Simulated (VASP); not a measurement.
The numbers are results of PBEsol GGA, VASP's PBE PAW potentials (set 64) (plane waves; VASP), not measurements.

VASP input:

POSCAR:
```
LiCl
1.0
  0.0000000000   2.5700000000   2.5700000000
  2.5700000000   0.0000000000   2.5700000000
  2.5700000000   2.5700000000   0.0000000000
Li Cl
1 1
Cart
  0.0000000000   0.0000000000   0.0000000000
  2.5700000000   2.5700000000   2.5700000000
```

**INCAR**
```
# general
SYSTEM=LiCl
PREC  =Accurate
ENCUT =530
LREAL =.FALSE.
LASPH =.TRUE.

# electronic loop
EDIFF =1E-6
NELM  =100
ALGO  =Normal

# smearing
ISMEAR=0
SIGMA =0.05

# functional
GGA   =PS

# ions
IBRION=2
NSW   =60
ISIF  =3
EDIFFG=-0.01

# output
LWAVE =.FALSE.
LCHARG=.FALSE.
```

### KPOINTS
```
K-points
0
Gamma
 8 8 8
```

POTCAR, in this order: Li_sv Cl (PBE.64 set). Program: vasp_std.

What VASP printed:

**OSZICAR**
```
       N       E                     dE             d eps       ncg     rms          rms(c)
DAV:   1     0.418675154039E+02    0.41868E+02   -0.42105E+03   522   0.104E+03
DAV:   2    -0.580418112871E+01   -0.47672E+02   -0.45032E+02   744   0.155E+02
DAV:   3    -0.764941352012E+01   -0.18452E+01   -0.18435E+01   621   0.364E+01
DAV:   4    -0.768725653747E+01   -0.37843E-01   -0.37792E-01   782   0.503E+00
DAV:   5    -0.768782919583E+01   -0.57266E-03   -0.57264E-03   659   0.541E-01    0.227E+00
DAV:   6    -0.763126823518E+01    0.56561E-01   -0.12832E-01   605   0.206E+00    0.154E+00
DAV:   7    -0.763044076487E+01    0.82747E-03   -0.41315E-02   799   0.132E+00    0.751E-01
DAV:   8    -0.763258188929E+01   -0.21411E-02   -0.53133E-03   638   0.623E-01    0.110E-01
DAV:   9    -0.763257849048E+01    0.33988E-05   -0.19766E-04   701   0.125E-01    0.368E-02
DAV:  10    -0.763261084169E+01   -0.32351E-04   -0.51906E-05   581   0.663E-02    0.220E-02
DAV:  11    -0.763261281710E+01   -0.19754E-05   -0.65991E-06   667   0.217E-02    0.563E-03
DAV:  12    -0.763261298509E+01   -0.16799E-06   -0.25472E-07   329   0.539E-03
   1 F= -.76326130E+01 E0= -.76326130E+01  d E =-.763261E+01
       N       E                     dE             d eps       ncg     rms          rms(c)
DAV:   1    -0.766362542022E+01   -0.31013E-01   -0.50903E-01   522   0.538E+00    0.105E+00
DAV:   2    -0.764083567819E+01    0.22790E-01   -0.61279E-02   639   0.173E+00    0.365E-01
DAV:   3    -0.763811995845E+01    0.27157E-02   -0.11281E-02   541   0.693E-01    0.232E-01
DAV:   4    -0.763803604910E+01    0.83909E-04   -0.27813E-04   891   0.145E-01    0.473E-02
DAV:   5    -0.763803751014E+01   -0.14610E-05   -0.33017E-05   723   0.467E-02    0.120E-02
DAV:   6    -0.763803666826E+01    0.84188E-06   -0.96727E-07   511   0.107E-02
   2 F= -.76380367E+01 E0= -.76380367E+01  d E =-.542368E-02
       N       E                     dE             d eps       ncg     rms          rms(c)
DAV:   1    -0.765839790063E+01   -0.20360E-01   -0.37005E-01   522   0.460E+00    0.896E-01
DAV:   2    -0.764197134645E+01    0.16427E-01   -0.43985E-02   647   0.148E+00    0.313E-01
DAV:   3    -0.763996392357E+01    0.20074E-02   -0.82271E-03   543   0.590E-01    0.197E-01
DAV:   4    -0.763990407461E+01    0.59849E-04   -0.20535E-04   900   0.124E-01    0.399E-02
DAV:   5    -0.763990560581E+01   -0.15312E-05   -0.23283E-05   692   0.392E-02    0.102E-02
DAV:   6    -0.763990496152E+01    0.64429E-06   -0.70382E-07   466   0.932E-03
   3 F= -.76399050E+01 E0= -.76399050E+01  d E =-.729198E-02
       N       E                     dE             d eps       ncg     rms          rms(c)
DAV:   1    -0.764067793755E+01   -0.77233E-03   -0.14373E-02   522   0.903E-01    0.175E-01
DAV:   2    -0.764003903449E+01    0.63890E-03   -0.17074E-03   647   0.291E-01    0.617E-02
DAV:   3    -0.763996073488E+01    0.78300E-04   -0.32112E-04   543   0.117E-01    0.386E-02
DAV:   4    -0.763996123912E+01   -0.50424E-06   -0.80230E-06   898   0.244E-02
   4 F= -.76399612E+01 E0= -.76399612E+01  d E =-.734825E-02
```

**OUTCAR**
```
------------------------ aborting loop because EDIFF is reached ----------------------------------------
  FORCE on cell =-STRESS in cart. coord.  units (eV):
  Direction    XX          YY          ZZ          XY          YZ          ZX
  --------------------------------------------------------------------------------------
  Total       -0.0089640     -0.0089640     -0.0089640     -0.0000000     -0.0000000     -0.0000000
  in kB       -0.4429178     -0.4429178     -0.4429178     -0.0000000     -0.0000000     -0.0000000
  external PRESSURE =      -0.4429178 kB  Pullay stress =       0.0000000 kB
  volume of cell :       32.43
      direct lattice vectors                 reciprocal lattice vectors
    -0.000000000  2.530964439  2.530964439    -0.197553151  0.197553151  0.197553151
     2.530964439  0.000000000  2.530964439     0.197553151 -0.197553151  0.197553151
     2.530964439  2.530964439  0.000000000     0.197553151  0.197553151 -0.197553151
  FREE ENERGIE OF THE ION-ELECTRON SYSTEM (eV)
  ---------------------------------------------------
  free  energy   TOTEN  =        -7.6399612391 eV

  energy  without entropy=       -7.6399612391  energy(sigma->0) =       -7.63996124

 reached required accuracy - stopping structural energy minimisation
```
(Selected blocks of OUTCAR.)

CONTCAR:
```
LiCl
   1.00000000000000
    -0.0000000000000000    2.5309644388379438    2.5309644388379438
     2.5309644388379438    0.0000000000000000    2.5309644388379438
     2.5309644388379438    2.5309644388379438    0.0000000000000000
  Li              Cl
     1     1
Direct
     1.0000000000000000    0.0000000000000000    0.0000000000000000
     0.5000000000000000    0.5000000000000000    0.5000000000000000
```

Energy and stress use the plane-wave basis of the starting cell.

The compound is LiCl in the rock salt structure. This run relaxes it. Symmetry was kept, so distortions that lower it aren't found.
